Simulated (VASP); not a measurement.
Data:

```xyz
1
Lattice="0.0000 1.9200 1.9200 1.9200 0.0000 1.9200 1.9200 1.9200 0.0000" Properties=species:S:1:pos:R:3 pbc="T T T"
Ir     0.0000     0.0000     0.0000
```

Computed with PBE GGA, VASP's PBE PAW potentials (set 64) (plane waves; VASP 6.6.1). Run with 400 eV cut-off, 15×15×15 Γ-centred mesh, first-order Methfessel-Paxton smearing of 0.10 eV, potentials Ir.

Energy and stress use the plane-wave basis of the starting cell.

Q: The ions, cell shape and volume are relaxed. What does this cell relax into?

A: 
```xyz
1
Lattice="0.0000 1.9361 1.9361 1.9361 0.0000 1.9361 1.9361 1.9361 0.0000" Properties=species:S:1:pos:R:3 pbc="T T T"
Ir     0.0000     0.0000     0.0000
```
Space group Fm-3m (225), at a tolerance of 0.03 Å.

Q: How do energy and volume change from the first to the last step?

A: The energy (σ→0) changes by -10.1 meV/atom and the volume by +2.5 %, in 4 ionic steps.

```
step  E(σ→0) (eV)  max force (eV/Å)  pressure (GPa)  volume (Å³)
----  -----------  ----------------  --------------  -----------
1         -8.8444             0.000            9.33        14.16
2         -8.7325             0.000          -25.40        15.91
3         -8.8546             0.000           -0.35        14.53
4         -8.8546             0.000           -0.04        14.52
```

The compound is Ir in the fcc structure. This run relaxes it. Symmetry was kept, so distortions that lower it aren't found.
